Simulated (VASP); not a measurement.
**SiC (6h): computed properties**

Calculation: PBEsol GGA, VASP's PBE PAW potentials (set 64) (plane waves; VASP 6.6.1).

```yaml
space_group: P6_3mc (186)
cell: a = b = 3.080 Å, c = 15.117 Å, α = β = 90.00°, γ = 120.00°
volume_per_atom: 10.35 Å³/atom
band gap (over mesh and band path): 1.91 eV
smallest direct gap (over mesh and band path): 3.02 eV
band_edge_character: indirect, Γ to L-M at 0.56
density: 3.22 g/cm³
mean ε∞ (independent particles): 7.46
```

```cif
data_C6Si6
_chemical_formula_sum 'Si6 C6'
_space_group_name_H-M_alt 'P 1'
_space_group_IT_number 1
_cell_length_a 3.07978
_cell_length_b 3.07978
_cell_length_c 15.11657
_cell_angle_alpha 90.000
_cell_angle_beta 90.000
_cell_angle_gamma 120.000
loop_
_space_group_symop_operation_xyz
  'x, y, z'
loop_
_atom_site_label
_atom_site_type_symbol
_atom_site_fract_x
_atom_site_fract_y
_atom_site_fract_z
_atom_site_occupancy
Si1 Si 0.00000 0.00000 0.99984 1
Si2 Si 0.00000 0.00000 0.49984 1
Si3 Si 0.66667 0.33333 0.83311 1
Si4 Si 0.33333 0.66667 0.33311 1
Si5 Si 0.66667 0.33333 0.16662 1
Si6 Si 0.33333 0.66667 0.66662 1
C1 C 0.00000 0.00000 0.87446 1
C2 C 0.00000 0.00000 0.37446 1
C3 C 0.66667 0.33333 0.70808 1
C4 C 0.33333 0.66667 0.20808 1
C5 C 0.66667 0.33333 0.04159 1
C6 C 0.33333 0.66667 0.54159 1
```

The compound is SiC in the 6h structure. It was relaxed first. Symmetry was kept, so distortions that lower it aren't found.
